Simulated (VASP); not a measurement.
# Ag3F (Fm-3m) in VASP: a series of runs

Runs on Ag3F. Level: PBE. Tasks: relaxation of cell and atoms.

Program: VASP 6.6.1. These are calculated values, not measurements. Logs are shortened: lines on timing, memory, paths and dates and some standing lists are left out, and cuts for length are marked.

**1. Starting point**

The structure is cubic, space group Fm-3m (No. 225). Conventional cell: a = 6.432 Å, b = 6.432 Å, c = 6.432 Å, α = 90.00°, β = 90.00°, γ = 90.00°. Around Ag (site symmetry -43m) lie 4 Ag at 2.79 Å and 4 F at 2.79 Å. Ag (site symmetry m-3m) is surrounded by 8 Ag at 2.79 Å. F (site symmetry m-3m) has 8 Ag at 2.79 Å as nearest neighbours.

The cell was built by a generator and needn't be a form met in nature.

**2. Relaxation of cell and atoms, PBE, target pressure 20 GPa, at which the enthalpy is minimised**

The input, INCAR:

```
PREC     = Accurate       # precision mode
ENCUT    = 600            # plane-wave cutoff, eV
EDIFF    = 1E-7           # SCF threshold, eV
ISMEAR   = -1             # smearing method
SIGMA    = 0.05           # smearing width, eV
LREAL    = F              # projectors in reciprocal space
LASPH    = T              # aspherical terms in the spheres
NELM     = 60             # most SCF steps
ALGO     = Fast           # electronic algorithm
ISIF     = 3              # what is computed and relaxed
LWAVE    = F              # write WAVECAR
LCHARG   = F              # write CHGCAR
GGA      = PE             # functional
IBRION   = 2              # ionic algorithm
NSW      = 40             # ionic steps
EDIFFG   = -0.02          # ionic threshold
PSTRESS  = 200
```

The input, KPOINTS:

```
Automatic mesh
0
Gamma
  5 5 5
```

The input, POSCAR:

```
Ag3F
1.0
    0.0000000000      3.2160900000      3.2160900000
    3.2160900000      0.0000000000      3.2160900000
    3.2160900000      3.2160900000      0.0000000000
Ag F
3 1
Direct
    0.2500000000      0.2500000000      0.2500000000
    0.7500000000      0.7500000000      0.7500000000
    0.5000000000      0.5000000000      0.5000000000
    0.0000000000      0.0000000000      0.0000000000
```

Potentials or basis: VASP PAW PBE potentials, release 64 (Ag, F).

Started as:

```bash
$ cat potpaw_PBE.64/Ag/POTCAR potpaw_PBE.64/F/POTCAR > POTCAR
$ mpirun -np 1 vasp_std > vasp.out
```

OUTCAR:

```text
PREC = Accurate
   ENCUT = 600
   EDIFF = 1E-7
   ISMEAR = -1
   LREAL = F
   LASPH = T
   NELM = 60
   ISIF = 3
   GGA = PE
   IBRION = 2
   NSW = 40
   EDIFFG = -0.02
   PSTRESS = 200

 ion  position               nearest neighbor table
   1  0.250  0.250  0.250-   3 2.79   3 2.79   3 2.79   3 2.79   2 3.22   2 3.22   2 3.22   2 3.22
                             2 3.22   2 3.22
   2  0.750  0.750  0.750-   3 2.79   3 2.79   3 2.79   3 2.79   1 3.22   1 3.22   1 3.22   1 3.22
                             1 3.22   1 3.22
   3  0.500  0.500  0.500-   1 2.79   1 2.79   1 2.79   1 2.79   2 2.79   2 2.79   2 2.79   2 2.79

   4  0.000  0.000  0.000-

  LATTYP: Found a face centered cubic cell.
 ALAT       =     6.4321800000

  Lattice vectors:

 A1 = (   0.0000000000,   3.2160900000,   3.2160900000)
 A2 = (   3.2160900000,   0.0000000000,   3.2160900000)
 A3 = (   3.2160900000,   3.2160900000,   0.0000000000)

Analysis of symmetry for initial positions (statically):
=====================================================================
 Subroutine PRICEL returns:
 Original cell was already a primitive cell.

 Routine SETGRP: Setting up the symmetry group for a
 face centered cubic supercell.

 Subroutine GETGRP returns: Found 48 space group operations
 (whereof 48 operations were pure point group operations)
 out of a pool of 48 trial point group operations.

The static configuration has the point symmetry O_h .

Analysis of symmetry for dynamics (positions and initial velocities):
=====================================================================
 Subroutine PRICEL returns:
 Original cell was already a primitive cell.

 Routine SETGRP: Setting up the symmetry group for a
 face centered cubic supercell.

 Subroutine GETGRP returns: Found 48 space group operations
 (whereof 48 operations were pure point group operations)
 out of a pool of 48 trial point group operations.

The dynamic configuration has the point symmetry O_h .

 Subroutine INISYM returns: Found 48 space group operations
 (whereof 48 operations are pure point group operations),
 and found     1 'primitive' translations

----------------------------------------------------------------------------------------

                                     Primitive cell

  volume of cell :      66.5295

  direct lattice vectors                    reciprocal lattice vectors
     0.000000000  3.216090000  3.216090000    -0.155468286  0.155468286  0.155468286
     3.216090000  0.000000000  3.216090000     0.155468286 -0.155468286  0.155468286
     3.216090000  3.216090000  0.000000000     0.155468286  0.155468286 -0.155468286

  length of vectors
     4.548238096  4.548238096  4.548238096     0.269278970  0.269278970  0.269278970

  position of ions in fractional coordinates (direct lattice)
     0.250000000  0.250000000  0.250000000
     0.750000000  0.750000000  0.750000000
     0.500000000  0.500000000  0.500000000
     0.000000000  0.000000000  0.000000000

  ion indices of the primitive-cell ions
   primitive index   ion index
                 1           1
                 2           2
                 3           3
                 4           4

----------------------------------------------------------------------------------------

 KPOINTS: Automatic mesh

Automatic generation of k-mesh.
 Grid dimensions read from file:
 generate k-points for:    5    5    5

 Generating k-lattice:

  Cartesian coordinates                     Fractional coordinates (reciprocal lattice)
    -0.031093657  0.031093657  0.031093657     0.200000000  0.000000000  0.000000000
     0.031093657 -0.031093657  0.031093657     0.000000000  0.200000000  0.000000000
     0.031093657  0.031093657 -0.031093657     0.000000000  0.000000000  0.200000000

  Length of vectors
     0.053855794  0.053855794  0.053855794

  Shift w.r.t. Gamma in fractional coordinates (k-lattice)
     0.000000000  0.000000000  0.000000000

 Subroutine IBZKPT returns following result:
 ===========================================

 Found     10 irreducible k-points:

 Following reciprocal coordinates:
            Coordinates               Weight
  0.000000  0.000000  0.000000      1.000000
  0.200000  0.000000  0.000000      8.000000
  0.400000  0.000000  0.000000      8.000000
  0.200000  0.200000  0.000000      6.000000
  0.400000  0.200000  0.000000     24.000000
 -0.400000  0.200000  0.000000     24.000000
 -0.200000  0.200000  0.000000     12.000000
  0.400000  0.400000  0.000000      6.000000
 -0.400000  0.400000  0.000000     12.000000
 -0.400000  0.400000  0.200000     24.000000
   k-points           NKPTS =     10   k-points in BZ     NKDIM =     10   number of bands    NBANDS=     24
   number of dos      NEDOS =    301   number of ions     NIONS =      4
   total plane-waves  NPLWV =  46656
   dimension x,y,z NGX =    36 NGY =   36 NGZ =   36
   dimension x,y,z NGXF=    72 NGYF=   72 NGZF=   72
   ions per type =               3   1
   NGX,Y,Z   is equivalent  to a cutoff of  13.16, 13.16, 13.16 a.u.
   NGXF,Y,Z  is equivalent  to a cutoff of  26.32, 26.32, 26.32 a.u.
 SYSTEM =  unknown system
   PREC   = accura    normal or accurate (medium, high low for compatibility)
   ISTART =      0    job   : 0-new  1-cont  2-samecut
   ICHARG =      2    charge: 1-file 2-atom 10-const
   ISPIN  =      1    spin polarized calculation?
   LNONCOLLINEAR =      F non collinear calculations
   LSORBIT =      F    spin-orbit coupling
   LASPH  =      T    aspherical Exc in radial PAW
   ENCUT  =  600.0 eV  44.10 Ry    6.64 a.u.   9.08  9.08  9.08*2*pi/ulx,y,z
   NELM   =     60;   NELMIN=  2; NELMDL= -5     # of ELM steps
   EDIFF  = 0.1E-06   stopping-criterion for ELM
   LREAL  =      F    real-space projection
   EDIFFG = -.2E-01   stopping-criterion for IOM
   NSW    =     40    number of steps for IOM
   IBRION =      2    ionic relax: 0-MD 1-quasi-New 2-CG
   NFREE  =      1    steps in history (QN), initial steepest desc. (CG)
   ISIF   =      3    stress and relaxation
   ISYM   =      2    0-nonsym 1-usesym 2-fastsym
   POTIM  = 0.5000    time-step for ionic-motion
   TEBEG  =    0.0;   TEEND  =   0.0 temperature during run
   PSTRESS=  200.0 pullay stress
   NELECT =      40.0000    total number of electrons
   NUPDOWN=      -1.0000    fix difference up-down
   EMIN   =  10.00;   EMAX   =-10.00  energy-range for DOS
   EFERMI =   0.00;   METHOD = LEGACY
   ISMEAR =    -1;   SIGMA  =   0.05  broadening in eV -4-tet -1-fermi 0-gaus
   EFERMI_NEDOS =   21; number of points for ismear=-14 and -15
   IALGO  =     68    algorithm
   IMIX   =      4    mixing-type and parameters
     AMIX     =   0.40;   BMIX     =  1.00
     AMIX_MAG =   1.60;   BMIX_MAG =  1.00
  volume/ion in A,a.u.               =      16.63       112.24
  Fermi-wavevector in a.u.,A,eV,Ry     =   1.381730  2.611092 25.975955  1.909179
  Thomas-Fermi vector in A             =   2.506488
   LORBIT       =      0    0 simple, 1 ext, 2 COOP (PROOUT), +10 PAW based schemes
   GGA     = PE    functional components
   LHFCALC =     F    Hartree Fock is set to
   AEXX    =    0.0000 exact exchange contribution
   IVDW    =     0    specifies the selected vdW correction
   LEPSILON=     F    determine dielectric tensor
   LRPA    =     F    only Hartree local field effects (RPA)
 conjugate gradient relaxation of ions
 non-spin polarized calculation
 RMM-DIIS sequential band-by-band and
  energy-cutoff  :      600.00
  volume of cell :       66.53
 maximum number of plane-waves:      2232
   NGX = 19   NGY = 19   NGZ = 19

--------------------------------------- Ionic step        1  -------------------------------------------

 number of electron      39.9999987 magnetization

 Free energy of the ion-electron system (eV)
  ---------------------------------------------------
  ext. energy  EPLUGINS =         0.00000000
  ---------------------------------------------------
  free energy    TOTEN  =       -11.08040770 eV

  energy without entropy =      -11.06222172  energy(sigma->0) =      -11.07131471

------------------------ aborting loop because EDIFF is reached ----------------------------------------

  FORCE on cell =-STRESS in cart. coord.  units (eV):
  Direction    XX          YY          ZZ          XY          YZ          ZX
  --------------------------------------------------------------------------------------
  -------------------------------------------------------------------------------------
  Total       -0.1338606     -0.1338606     -0.1338606      0.0000000      0.0000000      0.0000000
  in kB       -3.2236559     -3.2236559     -3.2236559      0.0000000      0.0000000      0.0000000
  external PRESSURE =    -203.2236559 kB  Pullay stress =     200.0000000 kB
[... 25 lines left out ...]
  enthalpy is  TOTEN    =        -2.7755156869 eV   P V=        8.3048920162

--------------------------------------- Ionic step        2  -------------------------------------------

 number of electron      40.0000006 magnetization

 E-fermi :  10.9451     XC(G=0): -13.2947

 val. band max:       10.8607936306   @ k =  -0.4000   0.4000   0.0000
 cond. band min:      11.0685313238   @ k =  -0.4000   0.2000   0.0000
 fundamental gap:      0.2077376931
 Fermi energy:        10.9451146833

 k-point     1 :       0.0000    0.0000    0.0000
  band No.  band energies     occupation
      1     -13.4468      2.00000
      2       3.0357      2.00000
      3       3.0357      2.00000
      4       3.0357      2.00000
      5       3.1696      2.00000
      6       3.1696      2.00000
[... 336 lines left out ...]
  enthalpy is  TOTEN    =        -3.5374073135 eV   P V=        7.0547649588

--------------------------------------- Ionic step        4  -------------------------------------------

 number of electron      39.9999997 magnetization

 Free energy of the ion-electron system (eV)
  ---------------------------------------------------
  ext. energy  EPLUGINS =         0.00000000
  ---------------------------------------------------
  free energy    TOTEN  =       -10.56591577 eV

  energy without entropy =      -10.55051255  energy(sigma->0) =      -10.55821416

 E-fermi :   8.2783     XC(G=0): -12.3241

 val. band max:        8.2502971216   @ k =  -0.4000   0.4000   0.0000
 cond. band min:       8.3535136603   @ k =  -0.4000   0.2000   0.0000
 fundamental gap:      0.1032165387
 Fermi energy:         8.2782866614

 k-point     1 :       0.0000    0.0000    0.0000
  band No.  band energies     occupation
      1     -14.9069      2.00000
      2       1.8085      2.00000
      3       1.8085      2.00000
      4       1.8085      2.00000
      5       1.8470      2.00000
      6       1.8518      2.00000
[... 290 lines left out ...]
  FREE ENERGIE OF THE ION-ELECTRON SYSTEM (eV)
  ---------------------------------------------------
  free  energy   TOTEN  =       -10.5659157739 eV

  energy  without entropy=      -10.5505125476  energy(sigma->0) =      -10.55821416

  enthalpy is  TOTEN    =        -3.5381145805 eV   P V=        7.0278011934

 reached required accuracy - stopping structural energy minimisation
```

It took 38 s on 1 thread of Intel Xeon 6975P-C (Granite Rapids), shared host; peak memory 0.22 GiB.

Results:

* Free energy: -10.5659 eV
* Relaxed volume: 14.07 Å³/atom
* Relaxed cell: a = 4.302 Å, b = 4.302 Å, c = 4.302 Å, α = 60.00°, β = 60.00°, γ = 60.00°
* Space group after relaxing (to 0.05 Å): Fm-3m (No. 225)
* Energy change on relaxing (the enthalpy is what falls): +128.6 meV/atom
* Ionic steps: 4
* Pressure after relaxing: 19.8 GPa
* Band gap on the k mesh: 0.10 eV, indirect (least direct gap 0.84 eV)

The path:
| step | energy change (eV) | largest force (eV/Å) | pressure (GPa) | volume (Å³) |
| --- | --- | --- | --- | --- |
| 1 | 0.0000 | 0.0000 | -0.32 | 66.53 |
| 2 | 2.3781 | 0.0000 | 59.49 | 48.21 |
| 3 | 0.4882 | 0.0000 | 19.15 | 56.51 |
| 4 | 0.5145 | 0.0000 | 19.82 | 56.30 |

Final structure:
```
CELL_PARAMETERS angstrom
0.00000 3.04198 3.04198
3.04198 0.00000 3.04198
3.04198 3.04198 0.00000
ATOMIC_POSITIONS crystal
Ag 0.25000 0.25000 0.25000
Ag 0.75000 0.75000 0.75000
Ag 0.50000 0.50000 0.50000
F 0.00000 0.00000 0.00000
```

Levels at points of the mesh, in eV from the valence-band top:
| k point | band 17 | band 18 | band 19 | band 20 | band 21 | band 22 | band 23 | band 24 |
| --- | --- | --- | --- | --- | --- | --- | --- | --- |
| (0.00, 0.00, 0.00) | -3.19 | -3.19 | -3.15 | -3.15 | 6.81 | 6.81 | 6.81 | 8.32 |

Caveat: the cell is relaxed towards a set pressure, so the enthalpy falls and the energy may rise; the volume moved by over 15 % at a fixed basis, so the end points are rough; an odd mesh through Γ misses points on the zone boundary, where band edges often lie.

**3. Relaxation of cell and atoms, PBE, target pressure 30 GPa, at which the enthalpy is minimised**

INCAR, as its differences from that of step 2:

```diff
@@ -16,2 +16,2 @@
 EDIFFG   = -0.02          # ionic threshold
-PSTRESS  = 200
+PSTRESS  = 300
```

KPOINTS is that of step 2.

POSCAR is that of step 2.

Potentials or basis: VASP PAW PBE potentials, release 64 (Ag, F).

Started as:

```bash
$ cat potpaw_PBE.64/Ag/POTCAR potpaw_PBE.64/F/POTCAR > POTCAR
$ mpirun -np 1 vasp_std > vasp.out
```

It took 48 s on 1 thread of Intel Xeon 6975P-C (Granite Rapids), shared host; peak memory 0.22 GiB.

It converged, with:

```yaml
Free_energy: -10.1349 eV
Relaxed_volume: 13.37 Å³/atom
Relaxed_cell: a = 4.229 Å, b = 4.229 Å, c = 4.229 Å, α = 60.00°, β = 60.00°, γ = 60.00°
Space_group_after_relaxing_to_0.05_Å: Fm-3m (No. 225)
Energy_change_on_relaxing_the_enthalpy_is_what_falls: +236.4 meV/atom
Ionic_steps: 5
Pressure_after_relaxing: 30.0 GPa
Band_gap_on_the_k_mesh: 0.13 eV, indirect (least direct gap 0.90 eV)
```

Step by step:
| step | energy change (eV) | largest force (eV/Å) | pressure (GPa) | volume (Å³) |
| --- | --- | --- | --- | --- |
| 1 | 0.0000 | 0.0000 | -0.32 | 66.53 |
| 2 | 6.9943 | 0.0000 | 146.76 | 40.59 |
| 3 | 0.8046 | 0.0000 | 26.81 | 54.29 |
| 4 | 0.8965 | 0.0000 | 28.91 | 53.77 |
| 5 | 0.9455 | 0.0000 | 30.02 | 53.50 |

Final structure:
```
CELL_PARAMETERS angstrom
0.00000 2.99071 2.99071
2.99071 0.00000 2.99071
2.99071 2.99071 0.00000
ATOMIC_POSITIONS crystal
Ag 0.25000 0.25000 0.25000
Ag 0.75000 0.75000 0.75000
Ag 0.50000 0.50000 0.50000
F 0.00000 0.00000 0.00000
```

Levels at points of the mesh, in eV from the valence-band top:
| k point | band 17 | band 18 | band 19 | band 20 | band 21 | band 22 | band 23 | band 24 |
| --- | --- | --- | --- | --- | --- | --- | --- | --- |
| (0.00, 0.00, 0.00) | -3.29 | -3.29 | -3.23 | -3.23 | 6.95 | 6.95 | 6.95 | 8.76 |

Caveat: the cell is relaxed towards a set pressure, so the enthalpy falls and the energy may rise; the volume moved by over 15 % at a fixed basis, so the end points are rough; an odd mesh through Γ misses points on the zone boundary, where band edges often lie.

(Continued in part 2 of 2.)
